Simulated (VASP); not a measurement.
Energy against volume of CuZn (CsCl type). Calculation: revTPSS meta-GGA, VASP's PBE PAW potentials (set 64) (plane waves; VASP 6.6.1). Run with 520 eV cut-off, 13×13×13 Γ-centred mesh, first-order Methfessel-Paxton smearing of 0.10 eV, potentials Zn Cu.

```json
[
 {"V (Å³/atom)": "11.741", "E (eV/atom)": "2.14141"},
 {"V (Å³/atom)": "12.104", "E (eV/atom)": "2.13123"},
 {"V (Å³/atom)": "12.467", "E (eV/atom)": "2.13125"},
 {"V (Å³/atom)": "12.830", "E (eV/atom)": "2.13958"}
]
```

Fit these four points and predict the energy of the run at 11.378 Å³/atom.

A cubic in V^(−2/3), the third-order Birch-Murnaghan form, passes through the four points with V0 = 12.28 Å³/atom and B0 = 137 GPa, and gives 2.1641 eV/atom there. The run gave 2.1636 eV/atom, -0.5 meV/atom from the fit; all five points give B0 = 137 GPa.

The compound is CuZn in the CsCl type structure. It was relaxed first.
